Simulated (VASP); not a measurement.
Elastic constants (GPa) of a crystal from PBE GGA, VASP's PBE PAW potentials (set 64) in VASP:

```
      xx    yy    zz   yz   xz   xy
--  ----  ----  ----  ---  ---  ---
xx  31.0   4.9   4.9  0.0  0.0  0.0
yy   4.9  31.0   4.9  0.0  0.0  0.0
zz   4.9   4.9  31.0  0.0  0.0  0.0
yz   0.0   0.0   0.0  5.2  0.0  0.0
xz   0.0   0.0   0.0  0.0  5.2  0.0
xy   0.0   0.0   0.0  0.0  0.0  5.2
```

Task: Work out the Voigt, Reuss and Hill moduli, Young's modulus and Poisson's ratio.

Result: All eigenvalues are positive (smallest 5.2 GPa), so the crystal is stable. K_V = (C11+C22+C33+2(C12+C13+C23))/9 = (93.0 + 2×14.7)/9 = 13.6 GPa; G_V = (93.0 − 14.7 + 3×15.6)/15 = 8.3 GPa. From the compliances, K_R = 13.6 GPa and G_R = 6.8 GPa. Hill: K = 13.6 GPa, G = 7.6 GPa, E = 9KG/(3K+G) = 19.2 GPa, ν = (3K−2G)/(2(3K+G)) = 0.265. K/G = 1.79, above Pugh's 1.75; universal anisotropy A^U = 1.09.

Task: With a density of 2.63 g/cm³, what are the mean sound speeds?

Result: v_l = √((K+4G/3)/ρ) = 3.01 km/s and v_t = √(G/ρ) = 1.70 km/s. The crystal is KBr (rock salt), cubic.

The compound is KBr in the rock salt structure. It was relaxed first.
